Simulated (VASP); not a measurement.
Energy against volume of SnTe (rock salt). Method: vdW-DF-cx, VASP's PBE PAW potentials (set 64) (plane waves; VASP). Numerical set-up: 520 eV cut-off, 7×7×7 Γ-centred mesh, Gaussian smearing of 0.050 eV, potentials Sn_d Te.

```tsv
V (Å³/atom)	E (eV/atom)
29.548	-1.35538
30.491	-1.36935
31.434	-1.37375
32.377	-1.37006
```

Question: Fit these four points and predict the energy of the run at 33.321 Å³/atom.

Answer: A cubic in V^(−2/3), the third-order Birch-Murnaghan form, passes through the four points with V0 = 31.45 Å³/atom and B0 = 46 GPa, and gives -1.3595 eV/atom there. The run gave -1.3595 eV/atom, +0.0 meV/atom from the fit; all five points give B0 = 46 GPa.

The compound is SnTe in the rock salt structure, which distorts at low temperature. It was relaxed first.
